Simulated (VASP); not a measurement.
A cell of TiCo (CsCl type) near equilibrium:

```yaml
crystal:
  lattice:
    - [2.94969, 0.00000, 0.00000]
    - [0.00000, 2.94969, 0.00000]
    - [0.00000, 0.00000, 2.94969]
  atoms:
    - { symbol: Ti, position: [0.00000, 0.00000, 0.00000] }
    - { symbol: Co, position: [0.50000, 0.50000, 0.50000] }
```

Calculation: r2SCAN meta-GGA, VASP's PBE PAW potentials (set 64) (plane waves; VASP).

```csv
run,ΔE (meV/atom),σxx,σyy,σzz,"largest shear component, with its sign (GPa)",largest force (eV/Å)
as it is,0.0,0.42,0.42,0.42,0.00,0.000
after one change,32.4,14.23,13.68,13.68,0.00,0.000
```
Stress is in GPa, positive when the cell is compressed.

Which change was made?
A. biaxial strain of -3.0 % in the yz plane
B. isotropic strain of +2.0 %
C. uniaxial strain of +1.0 % along y
D. isotropic strain of +1.0 %

A, biaxial strain of -3.0 % in the yz plane

The compound is TiCo in the CsCl type structure. The run is not spin-polarised, so no magnetic state was tried. The electron count is odd and the run is not spin-polarised, which forces a metal.
